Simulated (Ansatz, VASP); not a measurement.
# Re (Rhenium) in two plane-wave programs, part 2 of 2

One calculation is typed for both programs; each brings its own data sets. How far apart do they land? The cell is taken from a series of runs on this material, whose earlier steps may have relaxed, scaled, displaced or heated it; both programs get it as it stands.

VASP 6.6.1 and Ansatz 0.2.0.

So far: The starting structure; VASP: zone-centre phonons, LDA.

### Step 3. Ansatz: zone-centre phonons, LDA

Level of this step: Ansatz beside VASP: Kohn-Sham DFT, plane waves, LDA (Ansatz).

Ansatz runs on its PAW soft_1 files.

The same cell, functional (in two slightly different forms), mesh and smearing now go to Ansatz, which takes its cutoff from its data sets.

Contents of input.yaml:

```yaml
crystal:
  lattice:
    - [2.7559055753, 0.0, 0.0]
    - [-1.3779527877, 2.3866842387, 0.0]
    - [0.0, 0.0, 4.4446444205]
  atoms:
    - { symbol: Re, position: [0.3333333333, 0.6666666667, 0.25] }
    - { symbol: Re, position: [0.6666666667, 0.3333333333, 0.75] }
kpoints:
  mp_grid: { grid: [18, 18, 12] }
hamiltonian:
  xc: lda
  pseudopotentials: { kind: paw, azcp: { folder: soft_1 }, xc_functional: pbe }
scf:
  occupations: { method: methfessel_paxton, width: 0.2 }
output:
  eigenvalues: true
phonons:
  method: dfpt
```

Launch:

```
$ ansatz run input.yaml --threads 4 --pin off --max-ram 10240MiB --backend cpu --events-out ev --progress --plain --runs-dir out
```

Numbers of over 12 decimals in the logs are rounded to 6 here.

What it wrote:

```text
zone centre: on kpoints.mp_grid the ground state, and the responses unless they are solved on pairs of k-points, stand on 637 of the mesh's 3888 k-points, reduced under 4 symmetry operations, with k and −k counted as one. Each operation leaves every solved displacement unchanged or reverses it
Engine: ansatz 0.2.0, aarch64-unknown-linux-gnu
Pseudopotentials: kind: paw
Pseudopotential: Re, paw, valence charge 15, recommended cutoff 420 eV (normal), soft_1/Re.paw.azcp
Functional definition: SPW92
  exchange = slater_x
  correlation = pw_c
Crystal: 2 atoms, lattice volume = 29.235 Å³
Basis set: ecut = 420 eV, 573 PW (Γ), exchange–correlation on 40×40×60 points (8 copies of the dense FFT grid, shifted against one another)
Bands: 19, of which v1, the nominal top of the filled ones, is band 15 counted from 1 (14 counted from 0)
Symmetry: 24 space group operations
k-points: 637 of 3888 (irreducible under 4 space group operations, time reversal used)
Non-local potential: Re, projectors of the file, l = 0: 3, l = 1: 2, l = 2: 2, l = 3: 1
PAW form: soft (Blöchl's): semilocal exchange-correlation on the pseudo side does not see the compensation charge
PAW frozen core: Re, regenerated for the run's functional, and the local potential with it (the file was generated under x = pbe(κ = 0.804, μ = 0.219515), c = pbe(β = 0.066725))
PAW one-centre angular grid: Re, 590 points (default); XC on 64 Gauss nodes
Initial density: superposition of atomic densities (chi_scale 0.1, normalization cell)
Initial wavefunctions: pseudopotential atomic-orbital guess
Functional: x = slater, c = lda
SCF iter   1: F=—  HF=-21217.537225 eV  |F-HF|=—  |Δ(HF+E_count)|=         —  Δρ=5.92e-2  dr2=9.42e-1  ethr=3.10e-3  ⟨swp⟩=4.5  Hψ=47867  notcnv=0
preconditioner: auto → none  [metal: Δε(μ)=0.008 eV  Ē_g=6.406 eV  σ=0.200 eV  W_gap=0.03  n_scr=8 (ndim 8)  ℏωp=25.7 eV  f_vac=0.000  D(μ)=1.61/eV (n_scr^D=22)  sad-step TF]
SCF iter   2: F=—  HF=-21217.269169 eV  |F-HF|=—  |Δ(HF+E_count)|=   2.68e-1  S|Δr|=    0.00e0  Δρ=3.42e-2  dr2=3.04e-1  ethr=3.10e-3  ⟨swp⟩=2.0  Hψ=19428  notcnv=0  defer=6
SCF iter   3: F=—  HF=-21217.146141 eV  |F-HF|=—  |Δ(HF+E_count)|=   1.23e-1  S|Δr|=    0.00e0  Δρ=1.57e-3  dr2=2.71e-4  ethr=1.01e-3  ⟨swp⟩=2.9  Hψ=22739  notcnv=0  defer=6
SCF iter   4: F=—  HF=-21217.146353 eV  |F-HF|=—  |Δ(HF+E_count)|=   2.12e-4  S|Δr|=    0.00e0  Δρ=1.59e-4  dr2=8.50e-6  ethr=9.04e-7  ⟨swp⟩=2.1  Hψ=18041  notcnv=0  defer=6
SCF iter   5: F=—  HF=-21217.146350 eV  |F-HF|=—  |Δ(HF+E_count)|=   2.69e-6  S|Δr|=    0.00e0  Δρ=2.44e-5  dr2=1.19e-7  ethr=2.83e-8  ⟨swp⟩=2.0  Hψ=16440  notcnv=0  defer=6
SCF iter   6: F=—  HF=-21217.146350 eV  |F-HF|=—  |Δ(HF+E_count)|=   3.49e-7  S|Δr|=    0.00e0  Δρ=6.11e-6  dr2=8.68e-9  ethr=3.98e-10  ⟨swp⟩=2.5  Hψ=21749  notcnv=0  defer=2
SCF iter   7: F=—  HF=-21217.146350 eV  |F-HF|=—  |Δ(HF+E_count)|=   2.27e-9  S|Δr|=    0.00e0  Δρ=1.20e-6  dr2=2.93e-10  ethr=2.89e-11  ⟨swp⟩=2.7  Hψ=21509  notcnv=0  defer=2
SCF iter   8: F=-21217.146350 eV  HF=-21217.146350 eV  |F-HF|=7.28e-12  |Δ(HF+E_count)|=  8.73e-11  S|Δr|=    0.00e0  Δρ=9.13e-8  dr2=9.24e-13  ethr=1.00e-12  ⟨swp⟩=5.9  Hψ=52385  notcnv=0
SCF 1 converged in 8 iterations: F = -21217.146350 eV  dr2 = 9.24e-13
  greatest PAW one-centre occupation: 0.999 electrons in one spin orbital (limit 2), on the Re atom at site 1 (counted from 0), in its partial waves of l = 0
DFPT response loops at Γ: preconditioner auto → Kerker (q_TF=auto, 2.740 Å⁻¹) (partly filled bands, converged f_vac=0.000); β = 1.00, the filter's whole step (`scf.mixing.beta` (0.50) is not read by the response loops under this deck's `scf.mixing.preconditioner`; to damp them name `kerker` or `kerker_dos`, under which they read `scf.mixing.beta`, and type it under 1.00, their step now; both keys bind the ground state too); Broyden in place of MSR1
SCF converged after 8 iterations
Stability not checked: this state was not tested for a lower state beside it, because cold or Methfessel-Paxton smearing, or corrected tetrahedra, fill the levels in a way that the test cannot read (fill_not_monotonic; see scf.lower_state_search)
Free energy (F): -21217.146350 eV
Harris-Foulkes:  -21217.146350 eV  (|F-HF|=7.28e-12)
Internal energy: -21217.147119 eV  (E = F + TS)
E sigma→0 (E₀):  -21217.146542 eV
Entropy (-TS):   0.000769 eV (0.385 meV/atom)
Fermi energy:    23.844792 eV
Step filling:    the computed levels leave a gap of 0.0000 eV = 0.0 smearing widths at the electron count; against every level under it full and every level over it empty, smearing changes F+E_penalty+E_count by +0.476 meV and its σ→0 estimate by +0.284 meV
--- Per-component energies (eV) ---
  E_band       = -146.794230
  E_kinetic    = 1048.136530
  E_local      = -1546.552680  (includes V_loc(G=0)·N_el)
  E_nonlocal   = 171.849711
  E_hartree    = 537.663608
  E_xc         = -708.864062
  E_vxc        = -581.828462  (∫ρ·V_xc dr)
  E_paw        = -16893.038937  (= ΣΔE_a)
  E_vpaw       = -313.726670  (= ΣTr[D̂ρ^β])
  E_aug_tail   = 0.000101  (compensation charges beyond the density's cutoff)
  E_ewald      = -3826.979730
  E_core_change = 0.638340  (= ΣΔE_core)
  E_smearing   = 0.000769  (= −TS)
  E_closure    = -0.000000  (closes the sum)
  Σ components = -21217.146350   (vs F -21217.146350, Δ=0.00e0)
--- Band table (eV; the first three rows and the last of 637) ---
  k-point 0: bands = [... 11 lower, 22.2456, 22.2654, 23.0942, 23.0942, 24.0167, 24.0167, 24.6036, 27.2418]
  k-point 1: bands = [... 11 lower, 22.2001, 22.2146, 23.0396, 23.0396, 24.1401, 24.1401, 24.3498, 27.2540]
  k-point 2: bands = [... 11 lower, 22.1035, 22.1035, 22.8916, 22.8916, 23.7096, 24.4657, 24.4657, 27.2677]
  k-point 636: bands = [... 11 lower, 20.5730, 21.7215, 21.7215, 23.6646, 23.6646, 27.8664, 27.8664, 30.2552]
--- Phonons (Γ-DFPT): 2 representative perturbations + reference, on 637 of 3888 k-points (Σ response iterations 5) ---
  k mesh reduced under 4 symmetry operations, with k and −k counted as one. Each operation leaves every solved displacement unchanged or reverses it
  ASR residual: 1.706e-4 → 0.000e0 eV/Å²; symmetrization residual: 6.581e-10 eV/Å²
  ASR residual per site (eV/Å²): 1.71e-4 1.71e-4
  Γ frequencies (cm⁻¹): 0.00 0.00 0.00 76.70 115.93 115.93
  non-analytic LO–TO correction: not included (Born effective charges unavailable; polar crystals: no LO–TO splitting at Γ)
```

Reading the cycles: dr2 is the Hartree energy of the density residual (eV), the measure of convergence; HF is the Harris–Foulkes estimate of the energy, which meets the free energy F at convergence.

### Step 4. Differences

Known differences besides the potentials themselves: the data sets hold 30 valence electrons in Ansatz (on its PAW soft_1 files) and 14 in VASP; the cutoff is 420 eV in Ansatz and 600 eV in VASP; VASP's log shows a relativistic correction to its local exchange, Ansatz's none. Total energies have different zeros and are not compared.

The two programs side by side:

| quantity | Ansatz | VASP | difference |
| --- | --- | --- | --- |
| optical mode 1 (cm⁻¹) | 76.7 | 69.7 | +10.01 % |
| optical mode 2 to 3 (cm⁻¹) | 115.9 | 114.8 | +0.99 % |

Modes are paired by rising frequency, not by their patterns, so a pair may set unlike modes beside each other; they are those without the splitting of longitudinal modes.

### Step 5. What came out

| Item | Value |
| --- | --- |
| r.m.s. difference of the optical zone-centre modes, each program's sorted by frequency (zone-centre phonons, LDA) | 4.1 cm⁻¹ |
| difference in optical mode 1 (zone-centre phonons, LDA) | +10.0 % |

The r.m.s. difference of the optical zone-centre modes, each program's sorted by frequency is 4.1 cm⁻¹ (zone-centre phonons, LDA). The data sets hold unlike numbers of valence electrons (30 in Ansatz and 14 in VASP), so part of the differences comes from the potentials. Among the rows given in per cent, the largest difference of the zone-centre phonons, LDA pair is in optical mode 1, +10.0 %. Such differences can come from data sets, numerical settings and the points named under the comparisons, not from the functional's error against experiment.

[Lines on the potential files, build, host, timing and source positions are cut from VASP's logs without a mark.]

[Logs are printed without paths, hosts, clocks, repeated set-up lines and the standing remarks that a program may print on its own settings, such as how far it seeks lower states.]

[Hosts, paths, dates, database ids (printed as entryN), source tags and the programs' standing remarks are cut or masked in the printed files.]
